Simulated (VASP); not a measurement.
Calculation: PBE GGA, VASP's PBE PAW potentials (set 64) (plane waves; VASP).

A VASP calculation is set up with these files.

POSCAR:
```
AlRu
1
    2.9900000000     0.0000000000     0.0000000000
    0.0000000000     2.9900000000     0.0000000000
    0.0000000000     0.0000000000    21.4750000000
Al Ru
3 3
Direct
  0.4973970000   0.4897210000   0.3266240000
  0.5009910000   0.4867310000   0.4636000000
  0.4715580000   0.4790300000   0.6041550000
  0.0277340000   0.0320910000   0.3939640000
  0.0002800000  -0.0012680000   0.5369020000
  0.0020390000   0.0136950000   0.6747540000
```

KPOINTS:
```
Automatic mesh
0
Gamma
6 6 1
0 0 0
```

INCAR:
```
SYSTEM=AlRu
PREC=Accurate; ENCUT=300; LREAL=.False.
LASPH=.True.
EDIFF=1E-6; NELM=100; ALGO=Normal
LMAXMIX=4
ISMEAR=-1; SIGMA=0.1
GGA=PE
ISIF=2
LWAVE=.False.; LCHARG=.False.
```

POTCAR, in this order: Al Ru_pv (PBE.64 set). Program: vasp_std.

The cell holds a wide vacuum, so values per volume refer to the whole cell.

Task: What does the run give for the energy per atom (σ→0), largest force, band gap (on the k-mesh)?

Result: 
The energy per atom (σ→0) is -6.573 eV/atom and the band gap (on the k-mesh) is none (metal, semimetal or under 0.01 eV). The largest force comes out as 1.701 eV/Å.

### OSZICAR
```
...
DAV:  21    -0.395360632600E+02   -0.79775E-04   -0.15606E-05  1154   0.147E-02    0.533E-03
DAV:  22    -0.395361525682E+02   -0.89308E-04   -0.13128E-05  1214   0.142E-02    0.808E-03
DAV:  23    -0.395362315065E+02   -0.78938E-04   -0.91412E-06  1098   0.978E-03    0.344E-03
DAV:  24    -0.395362587635E+02   -0.27257E-04   -0.26559E-06   876   0.703E-03    0.183E-03
DAV:  25    -0.395362693337E+02   -0.10570E-04   -0.91909E-07   836   0.321E-03    0.101E-03
DAV:  26    -0.395362711554E+02   -0.18217E-05   -0.15561E-07   734   0.154E-03    0.322E-04
DAV:  27    -0.395362717723E+02   -0.61695E-06   -0.73338E-08   734   0.863E-04
   1 F= -.39536272E+02 E0= -.39438188E+02  d E =-.196168E+00
```

The cell is a sheet with vacuum, built from a generated structure.
